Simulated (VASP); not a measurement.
# BCH₄ClO: harmonic vibrations of a molecule

BCH₄ClO, molecule in box, 8 atoms in the cell. PBE, harmonic vibrations; PAW potentials C, O, B, Cl, H (PBE set).

## Input

INCAR.step1:
```
SYSTEM = BH4CClO
PREC     = Accurate       ! precision mode
ENCUT    = 400            ! plane-wave cutoff, eV
EDIFF    = 1E-8           ! SCF threshold, eV
ISMEAR   = 0              ! smearing method
SIGMA    = 0.01           ! smearing width, eV
ISYM     = 0            
LREAL    = .FALSE.        ! projectors in reciprocal space
LASPH    = .TRUE.         ! aspherical terms in the spheres
NELM     = 100            ! most SCF steps
ALGO     = Normal         ! electronic algorithm
LWAVE    = .FALSE.        ! write WAVECAR
LCHARG   = .FALSE.        ! write CHGCAR
IBRION   = 2              ! ionic algorithm
NSW      = 60             ! ionic steps
ISIF     = 2              ! what is computed and relaxed
EDIFFG   = -0.002         ! ionic threshold
POTIM    = 0.5            ! step
```

INCAR.step2, as INCAR.step1 but for:
```
- IBRION = 2
- NSW = 60
- ISIF = 2
- EDIFFG = -0.002
- POTIM = 0.5
+ IBRION = 5
+ NFREE = 2
+ POTIM = 0.015
+ NSW = 1
```

KPOINTS:
```
k-points
0
Gamma
  1 1 1
```

POSCAR.step1:
```
BH4CClO
1.0
   11.0000000000      0.0000000000      0.0000000000
    0.0000000000     14.0000000000      0.0000000000
    0.0000000000      0.0000000000     11.0000000000
C O B Cl H
1 1 1 1 4
Direct
    0.4886590900      0.6195750000      0.4758090900
    0.4903227300      0.5268678600      0.4243909100
    0.4559590900      0.4501464300      0.4875545500
    0.4613681800      0.3383107100      0.4156000000
    0.4287045500      0.6646892900      0.4215272700
    0.4567500000      0.6181607100      0.5698818200
    0.5805227300      0.6488535700      0.4726454500
    0.4218409100      0.4546535700      0.5905818200
```

Commands (each step's output is kept before the next begins):
```
cat potpaw_PBE.64/C/POTCAR potpaw_PBE.64/O/POTCAR potpaw_PBE.64/B/POTCAR potpaw_PBE.64/Cl/POTCAR potpaw_PBE.64/H/POTCAR > POTCAR
cp INCAR.step1 INCAR
cp POSCAR.step1 POSCAR
mpirun -np 4 vasp_gam > vasp.out
cp CONTCAR POSCAR
cp INCAR.step2 INCAR
mpirun -np 4 vasp_gam > vasp.out
```

## Result

- Vibrations (cm⁻¹; a negative value is imaginary): 3059, 3052, 2972, 2570, 1456, 1442, 1440, 1323, 1153, 1144, 1078, 960, 828, 808, 379, 242, 166, 125
- Zero-point energy (eV): 1.500
- Translations and rotations, which should read zero (cm⁻¹): -22, -6, -1, 2, 6, 13
- Vibrational entropy at 298 K (meV/K): 0.393
- Displaced cells: 48
- Ionic steps, all stages: 83
- Electronic steps, all stages: 1385

VASP 6.6.1 took 2320 s on 4 cores (Intel Xeon Platinum 8259CL @ 2.50GHz (Skylake/Cascade Lake)), a shared host.
